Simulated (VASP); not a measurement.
Input:

```
CELL_PARAMETERS angstrom
      0.00000     2.46958     2.46958
      2.46958     0.00000     2.46958
      2.46958     2.46958     0.00000
ATOMIC_POSITIONS crystal
  Gd 0.00000 0.00000 0.00000
  N  0.50000 0.50000 0.50000
```

Level of theory: PBE GGA with D4 dispersion, VASP's PBE PAW potentials (set 64) (plane waves; VASP). Settings: 520 eV cut-off, 14×14×14 Γ-centred mesh, tetrahedra with Blöchl corrections, potentials Gd_3 N.

The 4f electrons are frozen in the core of the lanthanide potential, so 4f levels, which can set the real gap, and their magnetism are missing.

Task: Predict the energy per atom (σ→0), band gap (on the k-mesh) with the smallest direct gap where there is one.

Result: 
| Quantity | Value |
|---|---|
| band gap (on the k-mesh) | none (metal, semimetal or under 0.01 eV) |
| energy per atom (σ→0) | -8.429 eV/atom |

The absolute energy has meaning only against runs of the same code, potentials and settings.

The compound is GdN in the rock salt structure. It was relaxed first.
